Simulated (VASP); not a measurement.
A VASP calculation is set up with these files.

File KPOINTS:
```
Automatic mesh
0
Gamma
8 8 8
0 0 0
```

POSCAR:
```
Cu3Au
1.0
  3.6549740507   0.0000000000   0.0000000000
  0.0000000000   3.6549740507   0.0000000000
  0.0000000000   0.0000000000   3.6549740507
Cu Au
3 1
Cartesian
  0.0000000000   1.8274870253   1.8274870253
  1.8274870253   0.0000000000   1.8274870253
  1.8274870253   1.8274870253   0.0000000000
  0.0000000000   0.0000000000   0.0000000000
```

INCAR:
```
AGGAC  =  0.0
ALGO  =  Normal
EDIFF  =  1E-7
ENCUT  =  520
GGA  =  CX
ISIF  =  2
ISMEAR  =  1
LASPH  =  .True.
LCHARG  =  .False.
LMAXMIX  =  6
LREAL  =  .False.
LUSE_VDW  =  .True.
LWAVE  =  .False.
NELM  =  100
PREC  =  Accurate
SIGMA  =  0.1
SYSTEM  =  Cu3Au
```

POTCAR, in this order: Cu Au (PBE.64 set). Program: vasp_std.

Q: Translate this vdW-DF-cx calculation to Quantum ESPRESSO's pw.x.

A: One equivalent input (not run):
```
&CONTROL
  calculation = 'scf'
  pseudo_dir = './pseudo'
  outdir = './out'
  tprnfor = .true.
  tstress = .true.
/
&SYSTEM
  ibrav = 0
  nat = 4
  ntyp = 2
  ecutwfc = 92
  occupations = 'smearing'
  smearing = 'methfessel-paxton'
  degauss = 0.00735
  input_dft = 'vdw-df-cx'
/
&ELECTRONS
  conv_thr = 7.3e-09
  electron_maxstep = 100
/
ATOMIC_SPECIES
  Cu 63.546 Cu.upf
  Au 196.967 Au.upf
CELL_PARAMETERS angstrom
     3.6549741    0.0000000    0.0000000
     0.0000000    3.6549741    0.0000000
     0.0000000    0.0000000    3.6549741
ATOMIC_POSITIONS crystal
  Cu   0.0000000  0.5000000  0.5000000
  Cu   0.5000000  0.0000000  0.5000000
  Cu   0.5000000  0.5000000  0.0000000
  Au   0.0000000  0.0000000  0.0000000
K_POINTS automatic
  8 8 8 0 0 0
```
Limits of the translation: the potentials are each code's own (VASP's PAW set, PseudoDojo norm-conserving files in pw.x), so ENCUT and ecutwfc are chosen apart and not converted; conv_thr bounds pw.x's estimated SCF error, while EDIFF bounds the energy change between steps.

The compound is Cu3Au in the L1_2 structure. This cell is one point of a volume scan, at 0.94 of the reference volume.
